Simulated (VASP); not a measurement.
An input for Quantum ESPRESSO's pw.x (written as the equivalent of a VASP run, and not itself run):

```
&CONTROL
  calculation = 'scf'
  pseudo_dir = './pseudo'
  outdir = './out'
  tprnfor = .true.
  tstress = .true.
/
&SYSTEM
  ibrav = 0
  nat = 4
  ntyp = 3
  ecutwfc = 96
  occupations = 'smearing'
  smearing = 'fermi-dirac'
  degauss = 0.0147
  input_dft = 'pbe'
/
&ELECTRONS
  conv_thr = 7.3e-08
  electron_maxstep = 100
/
ATOMIC_SPECIES
  Co 58.933 Co.upf
  Pt 195.084 Pt.upf
  O 15.999 O.upf
CELL_PARAMETERS angstrom
     1.4122700    0.8153740    5.9393900
    -1.4122700    0.8153740    5.9393900
     0.0000000   -1.6307490    5.9393900
ATOMIC_POSITIONS crystal
  Co   0.5000000  0.5000000  0.5000000
  Pt   0.0000000  0.0000000  0.0000000
  O    0.8877590  0.8877590  0.8877590
  O    0.1122410  0.1122410  0.1122410
K_POINTS automatic
  13 13 13 0 0 0
```

Q: Translate this input to VASP (INCAR, KPOINTS, POSCAR, choice of POTCAR).

A: Several could match; the one computed here: 
File POSCAR:
```
CoPtO2
1
    1.4122700000     0.8153740000     5.9393900000
   -1.4122700000     0.8153740000     5.9393900000
    0.0000000000    -1.6307490000     5.9393900000
Co Pt O
1 1 2
Direct
  0.5000000000   0.5000000000   0.5000000000
  0.0000000000   0.0000000000   0.0000000000
  0.8877590000   0.8877590000   0.8877590000
  0.1122410000   0.1122410000   0.1122410000
```

### INCAR
```
EDIFF  =  1E-6   ! SCF stop (eV)
ALGO  =  Normal
GGA  =  PE   ! PBE
SYSTEM  =  CoPtO2
SIGMA  =  0.2
PREC  =  Accurate
LCHARG  =  F
LMAXMIX  =  6   ! l cut-off of mixed one-centre charges
LWAVE  =  F
ISIF  =  2   ! forces and stress, cell fixed
LASPH  =  T   ! aspherical one-centre terms
ISMEAR  =  -1
LREAL  =  F   ! projection in real space or not
NELM  =  100   ! most electronic steps
ENCUT  =  400   ! plane-wave cut-off (eV)
```

### KPOINTS
```
Automatic mesh
0
Gamma
13 13 13
0 0 0
```

POTCAR, in this order: Co Pt O (PBE.64 set). Program: vasp_std.

The two are equivalent in intent, not identical: the potentials are each code's own (VASP's PAW set, PseudoDojo norm-conserving files in pw.x), so ENCUT and ecutwfc are chosen apart and not converted; conv_thr bounds pw.x's estimated SCF error, while EDIFF bounds the energy change between steps.

The structure comes from a computed database's CoPtO2 entry; how it stands against other phases isn't given here. The cell was not relaxed at this level. The run is one of a series of settings (ISMEAR = -1 against the base run), some of them coarse on purpose.
